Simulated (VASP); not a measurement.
Output of a VASP run:

File OUTCAR:
```
 ion  position               nearest neighbor table
   1  0.333  0.667  0.250-   2 2.59   2 2.59   2 2.59   2 2.59   2 2.59   2 2.59
   2  0.667  0.333  0.750-   1 2.59   1 2.59   1 2.59   1 2.59   1 2.59   1 2.59
  LATTYP: Found a hexagonal cell.
 ALAT       =     2.6257295629
 C/A-ratio  =     1.5993444797
 Subroutine PRICEL returns:
 Original cell was already a primitive cell.
 Subroutine GETGRP returns: Found 24 space group operations
The static configuration has the point symmetry D_3d.
 The point group associated with its full space group is D_6h.
The dynamic configuration has the point symmetry D_3d.
 Subroutine INISYM returns: Found 24 space group operations
 Subroutine IBZKPT returns following result:
 Found    150 irreducible k-points:

 Following reciprocal coordinates:
            Coordinates               Weight
  0.000000  0.000000  0.000000      1.000000
  0.062500 -0.000000  0.000000      6.000000
  0.125000 -0.000000  0.000000      6.000000
  0.187500  0.000000  0.000000      6.000000
  0.250000 -0.000000  0.000000      6.000000
  0.312500 -0.000000  0.000000      6.000000
  0.375000  0.000000  0.000000      6.000000
  0.437500  0.000000  0.000000      6.000000
  0.500000 -0.000000  0.000000      3.000000
  0.062500  0.062500  0.000000      6.000000
  0.125000  0.062500  0.000000     12.000000
  0.187500  0.062500  0.000000     12.000000
  0.250000  0.062500  0.000000     12.000000
  0.312500  0.062500  0.000000     12.000000
  0.375000  0.062500  0.000000     12.000000
  0.437500  0.062500  0.000000     12.000000
  0.125000  0.125000  0.000000      6.000000
  0.187500  0.125000  0.000000     12.000000
  0.250000  0.125000  0.000000     12.000000
  0.312500  0.125000  0.000000     12.000000
  0.375000  0.125000  0.000000     12.000000
  0.437500  0.125000  0.000000      6.000000
  0.187500  0.187500  0.000000      6.000000
  0.250000  0.187500  0.000000     12.000000
  0.312500  0.187500  0.000000     12.000000
  0.375000  0.187500  0.000000     12.000000
  0.250000  0.250000  0.000000      6.000000
  0.312500  0.250000  0.000000     12.000000
  0.375000  0.250000  0.000000      6.000000
  0.312500  0.312500  0.000000      6.000000
  0.000000  0.000000  0.111111      2.000000
  0.062500 -0.000000  0.111111     12.000000
  0.125000 -0.000000  0.111111     12.000000
  0.187500  0.000000  0.111111     12.000000
  0.250000 -0.000000  0.111111     12.000000
  0.312500 -0.000000  0.111111     12.000000
  0.375000  0.000000  0.111111     12.000000
  0.437500  0.000000  0.111111     12.000000
  0.500000 -0.000000  0.111111      6.000000
  0.062500  0.062500  0.111111     12.000000
   k-points           NKPTS =    150   k-points in BZ     NKDIM =    150   number of bands    NBANDS=     17
   number of dos      NEDOS =    301   number of ions     NIONS =      2
   total plane-waves  NPLWV =  12800
   dimension x,y,z NGX =    20 NGY =   20 NGZ =   32
   dimension x,y,z NGXF=    40 NGYF=   40 NGZF=   64
   ions per type =               2
   PREC   = accura    normal or accurate (medium, high low for compatibility)
   ISTART =      0    job   : 0-new  1-cont  2-samecut
   ICHARG =      2    charge: 1-file 2-atom 10-const
   ISPIN  =      1    spin polarized calculation?
   LNONCOLLINEAR =      F non collinear calculations
   LSORBIT =      F    spin-orbit coupling
   INIWAV =      1    electr: 0-lowe 1-rand  2-diag
   ENCUT  =  500.0 eV  36.75 Ry    6.06 a.u.   4.79  4.79  7.66*2*pi/ulx,y,z
   NELM   =    100;   NELMIN=  2; NELMDL= -5     # of ELM steps
   EDIFF  = 0.1E-05   stopping-criterion for ELM
   LREAL  =      F    real-space projection
   NLSPLINE    = F    spline interpolate recip. space projectors
   LMAXMIX     =    4 max onsite mixed and CHGCAR
   VOSKOWN=      0    Vosko Wilk Nusair interpolation
   EDIFFG = -.2E-01   stopping-criterion for IOM
   NSW    =     40    number of steps for IOM
...
```

OSZICAR:
```
       N       E                     dE             d eps       ncg     rms          rms(c)
DAV:   1     0.303521863363E+03    0.30352E+03   -0.16529E+04  5132   0.159E+03
DAV:   2    -0.159725714158E+02   -0.31949E+03   -0.31608E+03  5662   0.458E+02
DAV:   3    -0.235681088869E+02   -0.75955E+01   -0.74752E+01  5865   0.821E+01
DAV:   4    -0.236382252700E+02   -0.70116E-01   -0.69890E-01  5615   0.768E+00
DAV:   5    -0.236388177548E+02   -0.59248E-03   -0.59233E-03  5556   0.687E-01    0.314E+01
DAV:   6    -0.223709682486E+02    0.12678E+01   -0.25406E+00  5384   0.167E+01    0.117E+01
DAV:   7    -0.221648665958E+02    0.20610E+00   -0.70135E-01  5626   0.800E+00    0.122E+00
DAV:   8    -0.221526449151E+02    0.12222E-01   -0.21859E-02  5221   0.173E+00    0.177E-01
DAV:   9    -0.221526858255E+02   -0.40910E-04   -0.30569E-04  5639   0.181E-01    0.284E-02
DAV:  10    -0.221526807577E+02    0.50678E-05   -0.12645E-05  5315   0.376E-02    0.327E-03
DAV:  11    -0.221526811402E+02   -0.38248E-06   -0.11900E-06  2767   0.116E-02
   1 F= -.15110219E+02 E0= -.15109864E+02  d E =-.151102E+02
```

File OUTCAR:
```
------------------------ aborting loop because EDIFF is reached ----------------------------------------
  FORCE on cell =-STRESS in cart. coord.  units (eV):
  Direction    XX          YY          ZZ          XY          YZ          ZX
  --------------------------------------------------------------------------------------
  Total        7.0554251      7.0554279      7.0377666      0.0000000      0.0000000      0.0000000
  in kB      450.8283110    450.8284927    449.6999697      0.0000000      0.0000000      0.0000000
  external PRESSURE =       0.4522578 kB  Pullay stress =     450.0000000 kB
  volume of cell :       25.07
      direct lattice vectors                 reciprocal lattice vectors
     1.312864583 -2.273948620  0.000000000     0.380846590 -0.219881837  0.000000000
     1.312864583  2.273948620  0.000000000     0.380846590  0.219881837  0.000000000
     0.000000000  0.000000000  4.199446082     0.000000000  0.000000000  0.238126644
 POSITION                                       TOTAL-FORCE (eV/Angst)
 -----------------------------------------------------------------------------------
      1.31286      0.75798      1.04986         0.000000     -0.000000      0.000000
      1.31286     -0.75798      3.14958         0.000000      0.000000      0.000000
 -----------------------------------------------------------------------------------
    total drift:                               -0.000017      0.000557     -0.000043
  FREE ENERGIE OF THE ION-ELECTRON SYSTEM (eV)
  ---------------------------------------------------
  free  energy   TOTEN  =       -22.1526811402 eV

  energy  without entropy=      -22.1516157025  energy(sigma->0) =      -22.15232599
  enthalpy is  TOTEN    =       -15.1102190693 eV   P V=        7.0424620709

 reached required accuracy - stopping structural energy minimisation
```
(Selected blocks of OUTCAR.)

POSCAR:
```
Tc
1
    1.3128645831    -2.2739486195     0.0000000000
    1.3128645831     2.2739486195    -0.0000000000
    0.0000000000     0.0000000000     4.1994460816
Tc
2
Direct
  0.3333330000   0.6666670000   0.2500000000
  0.6666670000   0.3333330000   0.7500000000
```

Q: Write an INCAR and KPOINTS that could have produced this output.

A: One answer among several that fit: the input of the run itself, PBEsol GGA, plane waves, VASP's PBE PAW potentials (set 64).

**INCAR**
```
ISIF = 3   # ions, shape and volume
ISMEAR = 1   # Methfessel-Paxton
IBRION = 2   # conjugate gradients
EDIFF = 1E-6
NELM = 100   # most electronic steps
NSW = 40
PREC = Accurate
LWAVE = .FALSE.
GGA = PS   # PBEsol
ENCUT = 500   # plane-wave cut-off (eV)
LASPH = .TRUE.   # aspherical one-centre terms
ALGO = Normal   # blocked Davidson
LREAL = .FALSE.   # projection in real space or not
SIGMA = 0.1   # width (eV)
EDIFFG = -0.02   # ionic stop
PSTRESS = 450   # kbar
LMAXMIX = 4   # l cut-off of mixed one-centre charges
LCHARG = .FALSE.
SYSTEM = Tc
```

### KPOINTS
```
Automatic mesh
0
Gamma
16 16 9
0 0 0
```

POTCAR, in this order: Tc_pv (PBE.64 set). Program: vasp_std.

The compound is Tc in the hcp structure. It was relaxed first under an external pressure of 45 GPa.
